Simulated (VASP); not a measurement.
Shape and ions are relaxed at each volume.

Energy against volume of SiC (wurtzite). All values below come from revTPSS meta-GGA, VASP's PBE PAW potentials (set 64) (plane waves; VASP 6.6.1).

```csv
V (Å³/atom),E (eV/atom)
9.721,-8.81639
10.031,-8.83840
10.341,-8.84536
10.651,-8.83935
10.962,-8.82214
```

### Question
Fit a third-order Birch-Murnaghan equation of state.

### Answer

```yaml
volume_per_atom: 10.34 Å^3/atom
bulk_modulus: 2230 kbar
pressure_derivative_of_the_bulk_modulus: 3.91
```

The compound is SiC in the wurtzite structure, the rare 2H polytype. It was relaxed first.
